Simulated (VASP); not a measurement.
Runs of VASP 6.6.1 on Ni. The structure is cubic, space group Fm-3m (No. 225). The conventional cell has a = 3.520 Å, b = 3.520 Å, c = 3.520 Å, α = 90.00°, β = 90.00°, γ = 90.00°. Ni (site symmetry m-3m) is surrounded by 12 Ni at 2.49 Å. The cell was built by a generator and needn't be a form met in nature.

```csv
level,potentials or basis,spin,cutoff (eV),smearing,gap on the mesh (eV),pressure (GPa),moment (μB)
LDA,"VASP PAW LDA potentials, release 64 (Ni)","collinear, ferromagnetic start",520,methfessel-paxton 0.1 eV,none,-17.4,0.59
RPBE,"VASP PAW PBE potentials, release 64 (Ni)","collinear, ferromagnetic start",520,methfessel-paxton 0.1 eV,none,5.4,(a)
LDA,"VASP PAW LDA potentials, release 64 (Ni)","collinear, ferromagnetic start",300,methfessel-paxton 0.1 eV,none,-,0.59
PBEsol,"VASP PAW PBE potentials, release 64 (Ni)","collinear, ferromagnetic start",520,gaussian 0.5 eV,none,-8.9,(b)
PBE,"VASP PAW PBE potentials, release 64 (Ni)","collinear, ferromagnetic start",520,methfessel-paxton 0.1 eV,none,-0.3,0.64
PBEsol,"VASP PAW PBE potentials, release 64 (Ni)","collinear, ferromagnetic start",700,methfessel-paxton 0.1 eV,none,-10.0,0.64
PBEsol,"VASP PAW PBE potentials, release 64 (Ni)","collinear, ferromagnetic start",520,fermi-dirac 0.03 eV,none,-9.9,0.64
PBEsol,"VASP PAW PBE potentials, release 64 (Ni)",off,520,methfessel-paxton 0.1 eV,none,-11.2,-
```

Alike in all rows: task single point; cell as given; k mesh 31 × 31 × 31.

Question: Estimate the missing entries.

Answer: (a) 0.65; (b) 0.46.

Caveats: the PAW data sets were made with another functional, which shifts forces and pressure a little (some runs); so large a pressure means that the cell lies far from this level's equilibrium, or that cutoff or potentials fall short (some runs); the cutoff is under 1.25 times the usual one of these potentials, so pressure, stress and relaxed cells hold a basis-set (Pulay) error (some runs).

A k mesh can miss the band edges.

A gap of «none» marks a metal or a gap under the smearing width.

Not every run made on this cell is shown here.
